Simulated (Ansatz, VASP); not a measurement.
## TiPd in VASP and in Ansatz

```
Ti Pd
1.0
     3.27540    0.00000    0.00000
     0.00000    3.27540    0.00000
     0.00000    0.00000    3.18000
Ti Pd
1 1
Direct
  0.50000 0.50000 0.50000
  0.00000 0.00000 0.00000
```

Change from the starting cell: strain +0.030 along x and y, +0.000 along z, atoms carried along.

Alike in both runs: task single point; functional LDA; k mesh 16 × 16 × 16; occupations gaussian, width 0.15 eV; no spin polarisation.

|  | VASP | Ansatz |
| --- | --- | --- |
| version | VASP 6.6.1 | Ansatz 0.2.0 |
| potentials or method | VASP PAW LDA potentials, release 64 (Ti_sv, Pd) | scalar-relativistic, plane waves, PAW |
| plane-wave cutoff (eV) | 520 | 420 |
| valence electrons in the cell | 22 | 30 |

VASP gave:

| Quantity | Value |
| --- | --- |
| gap on the k mesh at the Fermi level (eV) | none |
| pressure (GPa) | -18.0 |
| largest component of the traceless stress (GPa) | 0.64 |

What did Ansatz give for the same quantities?

gap on the k mesh at the Fermi level (eV): none; pressure (GPa): -18.2; largest component of the traceless stress (GPa): 0.63.

A gap of «none» marks a metal or a gap that the smearing closes. The two sets of potentials don't hold the same shells in valence.

Caveats: so large a pressure means that the cell lies far from this level's equilibrium, or that cutoff or potentials fall short (VASP).
